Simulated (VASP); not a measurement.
All values below come from PBEsol GGA, VASP's PBE PAW potentials (set 64) (plane waves; VASP).

VASP ran on this input.

### INCAR
```
SYSTEM  =  InAs
PREC  =  Accurate; ENCUT  =  520; LREAL  =  .FALSE.
LASPH  =  .TRUE.
EDIFF  =  1E-7; NELM  =  100; ALGO  =  Normal
LMAXMIX  =  4
ISMEAR  =  1; SIGMA  =  0.1
GGA  =  PS
ISIF  =  2
LWAVE  =  .FALSE.; LCHARG  =  .FALSE.
```

**KPOINTS**
```
Automatic mesh
0
Gamma
10 10 10
0 0 0
```

**POSCAR**
```
InAs
6.0914070
  0.0000000000   0.4999999863   0.4999999863
  0.4999999863   0.0000000000   0.4999999863
  0.4999999863   0.4999999863   0.0000000000
In As
1 1
Cartesian
  0.0000000000   0.0000000000   0.0000000000
  0.2499999932   0.2499999932   0.2499999932
```

POTCAR, in this order: In_d As (PBE.64 set). Program: vasp_std.

Output

OUTCAR:
```
 ion  position               nearest neighbor table
   1  0.000  0.000  0.000-   2 2.64   2 2.64   2 2.64   2 2.64
   2  0.250  0.250  0.250-   1 2.64   1 2.64   1 2.64   1 2.64
  LATTYP: Found a face centered cubic cell.
 ALAT       =     6.0914068334
 Subroutine PRICEL returns:
 Original cell was already a primitive cell.
 Subroutine GETGRP returns: Found 24 space group operations
The static configuration has the point symmetry T_d .
The dynamic configuration has the point symmetry T_d .
 Subroutine INISYM returns: Found 24 space group operations
 Subroutine IBZKPT returns following result:
 Found     47 irreducible k-points:

 Following reciprocal coordinates:
            Coordinates               Weight
  0.000000  0.000000  0.000000      1.000000
  0.100000  0.000000  0.000000      8.000000
  0.200000  0.000000  0.000000      8.000000
  0.300000  0.000000  0.000000      8.000000
  0.400000  0.000000  0.000000      8.000000
  0.500000  0.000000  0.000000      4.000000
  0.100000  0.100000  0.000000      6.000000
  0.200000  0.100000  0.000000     24.000000
  0.300000  0.100000  0.000000     24.000000
  0.400000  0.100000  0.000000     24.000000
  0.500000  0.100000  0.000000     24.000000
 -0.400000  0.100000  0.000000     24.000000
 -0.300000  0.100000  0.000000     24.000000
 -0.200000  0.100000  0.000000     24.000000
 -0.100000  0.100000  0.000000     12.000000
  0.200000  0.200000  0.000000      6.000000
  0.300000  0.200000  0.000000     24.000000
  0.400000  0.200000  0.000000     24.000000
  0.500000  0.200000  0.000000     24.000000
 -0.400000  0.200000  0.000000     24.000000
 -0.300000  0.200000  0.000000     24.000000
 -0.200000  0.200000  0.000000     12.000000
  0.300000  0.300000  0.000000      6.000000
  0.400000  0.300000  0.000000     24.000000
  0.500000  0.300000  0.000000     24.000000
 -0.400000  0.300000  0.000000     24.000000
 -0.300000  0.300000  0.000000     12.000000
  0.400000  0.400000  0.000000      6.000000
  0.500000  0.400000  0.000000     24.000000
 -0.400000  0.400000  0.000000     12.000000
  0.500000  0.500000  0.000000      3.000000
  0.300000  0.200000  0.100000     24.000000
  0.400000  0.200000  0.100000     48.000000
  0.500000  0.200000  0.100000     48.000000
 -0.400000  0.200000  0.100000     24.000000
  0.400000  0.300000  0.100000     24.000000
  0.500000  0.300000  0.100000     48.000000
 -0.400000  0.300000  0.100000     48.000000
 -0.300000  0.300000  0.100000     48.000000
 -0.200000  0.300000  0.100000     24.000000
   k-points           NKPTS =     47   k-points in BZ     NKDIM =     47   number of bands    NBANDS=     13
   number of dos      NEDOS =    301   number of ions     NIONS =      2
   total plane-waves  NPLWV =  32768
   dimension x,y,z NGX =    32 NGY =   32 NGZ =   32
   dimension x,y,z NGXF=    64 NGYF=   64 NGZF=   64
   ions per type =               1   1
   PREC   = accura    normal or accurate (medium, high low for compatibility)
   ISTART =      0    job   : 0-new  1-cont  2-samecut
   ICHARG =      2    charge: 1-file 2-atom 10-const
   ISPIN  =      1    spin polarized calculation?
   LNONCOLLINEAR =      F non collinear calculations
   LSORBIT =      F    spin-orbit coupling
   INIWAV =      1    electr: 0-lowe 1-rand  2-diag
   ENCUT  =  520.0 eV  38.22 Ry    6.18 a.u.   8.01  8.01  8.01*2*pi/ulx,y,z
   NELM   =    100;   NELMIN=  2; NELMDL= -5     # of ELM steps
   EDIFF  = 0.1E-06   stopping-criterion for ELM
   LREAL  =      F    real-space projection
   NLSPLINE    = F    spline interpolate recip. space projectors
   LMAXMIX     =    4 max onsite mixed and CHGCAR
...
```

File OSZICAR:
```
       N       E                     dE             d eps       ncg     rms          rms(c)
DAV:   1     0.113254578376E+03    0.11325E+03   -0.84992E+03  1222   0.148E+03
DAV:   2    -0.576566803320E+00   -0.11383E+03   -0.11088E+03  1267   0.318E+02
DAV:   3    -0.855576468728E+01   -0.79792E+01   -0.79180E+01  1622   0.902E+01
DAV:   4    -0.877208267200E+01   -0.21632E+00   -0.21615E+00  1440   0.166E+01
DAV:   5    -0.877997758506E+01   -0.78949E-02   -0.78945E-02  1730   0.274E+00    0.431E+00
DAV:   6    -0.852103033832E+01    0.25895E+00   -0.45875E-01  1840   0.136E+01    0.237E+00
DAV:   7    -0.849115674879E+01    0.29874E-01   -0.12680E-01  1733   0.388E+00    0.667E-01
DAV:   8    -0.848952486994E+01    0.16319E-02   -0.12804E-02  1497   0.163E+00    0.206E-01
DAV:   9    -0.848977760198E+01   -0.25273E-03   -0.10770E-03  1542   0.415E-01    0.112E-01
DAV:  10    -0.848982601431E+01   -0.48412E-04   -0.12614E-04  1882   0.150E-01    0.757E-02
DAV:  11    -0.848984176924E+01   -0.15755E-04   -0.52718E-05  1337   0.103E-01    0.459E-02
DAV:  12    -0.848984177889E+01   -0.96438E-08   -0.55418E-06  1347   0.202E-02    0.112E-02
DAV:  13    -0.848984181086E+01   -0.31973E-07   -0.11449E-06  1477   0.659E-03    0.729E-03
DAV:  14    -0.848984181341E+01   -0.25534E-08   -0.69351E-08   939   0.303E-03
   1 F= -.84898418E+01 E0= -.84899283E+01  d E =0.259464E-03
```

OUTCAR:
```
------------------------ aborting loop because EDIFF is reached ----------------------------------------
  FORCE on cell =-STRESS in cart. coord.  units (eV):
  Direction    XX          YY          ZZ          XY          YZ          ZX
  --------------------------------------------------------------------------------------
  Total       -0.0110279     -0.0110279     -0.0110279      0.0000000      0.0000000      0.0000000
  in kB       -0.3126878     -0.3126878     -0.3126878      0.0000000      0.0000000      0.0000000
  external PRESSURE =      -0.3126878 kB  Pullay stress =       0.0000000 kB
  volume of cell :       56.51
      direct lattice vectors                 reciprocal lattice vectors
     0.000000000  3.045703417  3.045703417    -0.164165689  0.164165689  0.164165689
     3.045703417  0.000000000  3.045703417     0.164165689 -0.164165689  0.164165689
     3.045703417  3.045703417  0.000000000     0.164165689  0.164165689 -0.164165689
  FREE ENERGIE OF THE ION-ELECTRON SYSTEM (eV)
  ---------------------------------------------------
  free  energy   TOTEN  =        -8.4898418134 eV

  energy  without entropy=       -8.4901012772  energy(sigma->0) =       -8.48992830
```
(Selected blocks of OUTCAR.)

The compound is InAs in the zinc blende structure. It was relaxed first.
